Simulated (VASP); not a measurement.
A run of VASP 6.6.1:

POSCAR

```
Li4GeN2                                 
1.0
    1.7820957622      1.0288934712      6.5231488590
   -1.7820957622      1.0288934712      6.5231488590
   -0.0000000000     -2.0577869423      6.5231488590
  Li              Ge              N             
     4     1     2
Direct
     0.2013132877287505    0.2013132877287505    0.2013132877287505
     0.7986867122712495    0.7986867122712495    0.7986867122712495
     0.4115551683355690    0.4115551683355690    0.4115551683355690
     0.5884448316644310    0.5884448316644310    0.5884448316644310
     0.0000000000000000    0.0000000000000000    0.0000000000000000
     0.9027440525723599    0.9027440525723599    0.9027440525723599
     0.0972559474276401    0.0972559474276401    0.0972559474276401
```

Contents of INCAR.step1:

```
PREC = Accurate
ENCUT = 520
EDIFF = 1E-6
ISMEAR = 0
SIGMA = 0.1
LREAL = False
LASPH = True
NELM = 60
ALGO = Normal
ISIF = 2
LWAVE = False
LCHARG = True
GGA = PE
NBANDS = 27
KPAR = 4
```

KPOINTS.step1

```
regular mesh
0
Gamma
  10 10 10
```

Contents of INCAR.step2:

```
PREC = Accurate
ENCUT = 520
EDIFF = 1E-6
ISMEAR = -5
SIGMA = 0.1
LREAL = False
LASPH = True
NELM = 60
ALGO = Normal
ISIF = 2
LWAVE = False
LCHARG = False
GGA = PE
LORBIT = 10
NBANDS = 27
KPAR = 4
NEDOS = 1001
ICHARG = 11
```

File KPOINTS.step2:

```
regular mesh
0
Gamma
  15 15 15
```

Potentials or basis: VASP PAW PBE potentials, release 64 (Li_sv, Ge_d, N).

Launch:

```bash
$ cat potpaw_PBE.64/Li_sv/POTCAR potpaw_PBE.64/Ge_d/POTCAR potpaw_PBE.64/N/POTCAR > POTCAR
$ cp INCAR.step1 INCAR
$ cp KPOINTS.step1 KPOINTS
$ mpirun -np 4 vasp_std > vasp.out
$ cp INCAR.step2 INCAR
$ cp KPOINTS.step2 KPOINTS
$ mpirun -np 4 vasp_std > vasp.out
```

Hardware: 4 MPI ranks on AMD EPYC 9R45 (Zen 5) (shared host).

Estimate the wall time of this run.

Wall time 6.7 min on 4 MPI ranks on AMD EPYC 9R45 (Zen 5) (shared host), peak memory 0.79 GiB a rank. Counts: scf iterations 9, k points 344.
